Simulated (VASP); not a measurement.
# Sb2W (P-3m1) in VASP: a series of runs, part 2 of 2

VASP 6.6.1. Earlier steps stand in the parts before.

## Step 3: Electric field gradients, PBE

Input file INCAR:

```
SYSTEM = Sb2W
ALGO     = Fast           ! electronic algorithm
EDIFF    = 1E-8           ! SCF threshold, eV
ENCUT    = 520            ! plane-wave cutoff, eV
GGA      = PE             ! functional
ISIF     = 2              ! what is computed and relaxed
ISMEAR   = -1             ! smearing method
LASPH    = .TRUE.         ! aspherical terms in the spheres
LCHARG   = .FALSE.        ! write CHGCAR
LEFG     = .TRUE.       
LREAL    = .FALSE.        ! projectors in reciprocal space
LWAVE    = .FALSE.        ! write WAVECAR
NBANDS   = 19             ! bands
NELM     = 100            ! most SCF steps
PREC     = Accurate       ! precision mode
SIGMA    = 0.05           ! smearing width, eV
```

Input file KPOINTS:

```
k-points
0
G
  12 12 7
  0 0 0
```

Input file POSCAR:

```
Sb2W
1.0
    3.4686796118      0.0000000000      0.0000000000
   -1.7343398059      3.0039646614      0.0000000000
    0.0000000000      0.0000000000      6.6885888119
W Sb
1 2
Direct
    0.0000000000      0.0000000000      0.0000000000
    0.3333333333      0.6666666667      0.2856113388
    0.6666666667      0.3333333333      0.7143886612
```

Potentials or basis: VASP PAW PBE potentials, release 64 (W_sv, Sb).

Command:

```bash
$ cat potpaw_PBE.64/W_sv/POTCAR potpaw_PBE.64/Sb/POTCAR > POTCAR
$ mpirun -np 1 vasp_std > vasp.out
```

OUTCAR:

```text
SYSTEM = Sb2W
   EDIFF = 1E-8
   ENCUT = 520
   GGA = PE
   ISIF = 2
   ISMEAR = -1
   LASPH = .TRUE.
   LREAL = .FALSE.
   NELM = 100
   PREC = Accurate

 ion  position               nearest neighbor table
   1  0.000  0.000  0.000-   2 2.77   3 2.77   2 2.77   3 2.77   3 2.77   2 2.77
   2  0.333  0.667  0.286-   1 2.77   1 2.77   1 2.77   3 3.50   3 3.50   3 3.50
   3  0.667  0.333  0.714-   1 2.77   1 2.77   1 2.77   2 3.50   2 3.50   2 3.50

  LATTYP: Found a hexagonal cell.
 ALAT       =     3.4686796118
 C/A-ratio  =     1.9282809485

  Lattice vectors:

 A1 = (   3.4686796118,   0.0000000000,   0.0000000000)
 A2 = (  -1.7343398059,   3.0039646614,   0.0000000000)
 A3 = (   0.0000000000,   0.0000000000,   6.6885888119)

Analysis of symmetry for initial positions (statically):
=====================================================================
 Subroutine PRICEL returns:
 Original cell was already a primitive cell.

 Routine SETGRP: Setting up the symmetry group for a
 hexagonal supercell.

 Subroutine GETGRP returns: Found 12 space group operations
 (whereof 12 operations were pure point group operations)
 out of a pool of 24 trial point group operations.

The static configuration has the point symmetry D_3d.

Analysis of symmetry for dynamics (positions and initial velocities):
=====================================================================
 Subroutine PRICEL returns:
 Original cell was already a primitive cell.

 Routine SETGRP: Setting up the symmetry group for a
 hexagonal supercell.

 Subroutine GETGRP returns: Found 12 space group operations
[... 159 lines left out ...]
 fundamental gap:      0.0494038458
 Fermi energy:         8.9052056680

 k-point     1 :       0.0000    0.0000    0.0000
  band No.  band energies     occupation
      1     -65.1158      2.00000
      2     -29.3152      2.00000
      3     -29.3152      2.00000
      4     -29.2788      2.00000
      5      -3.4218      2.00000
      6      -1.1157      2.00000
[... 505 lines left out ...]
      6      -1.0099      2.00000
[... 11 lines left out ...]
     18      15.2690      0.00000
     19      16.3472      0.00000

 [... further k-points ...]
[... 5 lines left out ...]
  --------------------------------------------------------------------------------------
  -------------------------------------------------------------------------------------
  Total       -0.0294954     -0.0294954     -0.0355790      0.0000000     -0.0000000      0.0000000
  in kB       -0.6780656     -0.6780656     -0.8179192      0.0000000     -0.0000000      0.0000000
  external PRESSURE =      -0.7246835 kB  Pullay stress =       0.0000000 kB

 VOLUME and BASIS-vectors are now :
 -----------------------------------------------------------------------------
  energy-cutoff  :      520.00
  volume of cell :       69.69
      direct lattice vectors                 reciprocal lattice vectors
     3.468679612  0.000000000  0.000000000     0.288294138  0.166446698  0.000000000
    -1.734339806  3.003964661  0.000000000     0.000000000  0.332893397  0.000000000
     0.000000000  0.000000000  6.688588812     0.000000000  0.000000000  0.149508368

 POSITION                                       TOTAL-FORCE (eV/Angst)
 -----------------------------------------------------------------------------------
      0.00000      0.00000      0.00000         0.000000      0.000000      0.000000
     -0.00000      2.00264      1.91034        -0.000000      0.000000      0.014057
      1.73434      1.00132      4.77825         0.000000      0.000000     -0.014057
 -----------------------------------------------------------------------------------
    total drift:                                0.000000      0.000000      0.000000

  FREE ENERGIE OF THE ION-ELECTRON SYSTEM (eV)
  ---------------------------------------------------
  free  energy   TOTEN  =       -20.1100790551 eV

  energy  without entropy=      -20.0986835113  energy(sigma->0) =      -20.10438128

 Electric field gradients (V/A^2)
---------------------------------------------------------------------
 ion       V_xx      V_yy      V_zz      V_xy      V_xz      V_yz
---------------------------------------------------------------------
   1      90.761    90.762  -181.523     0.000    -0.000     0.000
   2      72.166    72.166  -144.332     0.000    -0.000     0.000
   3      72.166    72.166  -144.332     0.000    -0.000     0.000
---------------------------------------------------------------------

 Electric field gradients after diagonalization (V/A^2)
 (convention: |V_zz| > |V_xx| > |V_yy|)
----------------------------------------------------------------------
 ion       V_xx      V_yy      V_zz     asymmetry (V_yy - V_xx)/ V_zz
----------------------------------------------------------------------
   1      90.762    90.761  -181.523       0.000
   2      72.166    72.166  -144.332       0.000
   3      72.166    72.166  -144.332       0.000
----------------------------------------------------------------------

           NMR quadrupolar parameters

 Cq : quadrupolar parameter    Cq=e*Q*V_zz/h
 eta: asymmetry parameters     (V_yy - V_xx)/ V_zz
 Q  : nuclear electric quadrupole moment in mb (millibarn)
----------------------------------------------------------------------
 ion       Cq(MHz)       eta       Q (mb)
----------------------------------------------------------------------
   1      -0.439       0.000       1.000
   2      -0.349       0.000       1.000
   3      -0.349       0.000       1.000
----------------------------------------------------------------------
```

stdout:

```text
POSCAR found type information on POSCAR W Sb
 POSCAR found :  2 types and       3 ions
 scaLAPACK will be used
 LDA part: xc-table for (Slater+PW92), standard interpolation
 POSCAR, INCAR and KPOINTS ok, starting setup
 FFT: planning ... GRIDC
 FFT: planning ... GRID_SOFT
 FFT: planning ... GRID
 WAVECAR not read
 entering main loop
ion   1

ion   2

ion   3
```

Run time: 2.7 min. Hardware: 1 thread of Intel Xeon Platinum 8488C (Sapphire Rapids), shared host; peak memory 0.29 GiB.

Results:

```
Free energy            : -20.1101 eV
Pressure               : -0.1 GPa
Largest force          : 0.014 eV/Å
Band gap on the k mesh : none (metal or under the smearing width)
```

Forces in eV/Å, atoms in the order of the input:
```
W    0.000  0.000  0.000
Sb   0.000  0.000  0.014
Sb   0.000  0.000 -0.014
```

Levels at points of the mesh, in eV from the Fermi level:
```csv
k point,band 8,band 9,band 10,band 11,band 12,band 13,band 14,band 15,band 16,band 17
"(0.00, 0.00, 0.00)",-1.54,-1.54,-1.29,0.02,0.02,1.39,3.94,3.94,5.15,5.15
"(0.50, 0.00, 0.00)",-3.92,-3.18,-2.29,-1.65,-0.66,0.51,1.74,1.74,2.78,5.45
```

Electric field gradients, principal values (V/Å²):
| atom | Vxx | Vyy | Vzz |
| --- | --- | --- | --- |
| 1 W | 90.761 | 90.762 | -181.523 |
| 2 Sb | 72.166 | 72.166 | -144.332 |
| 3 Sb | 72.166 | 72.166 | -144.332 |

Spin-orbit coupling is left out, which matters for the levels of Sb, W.
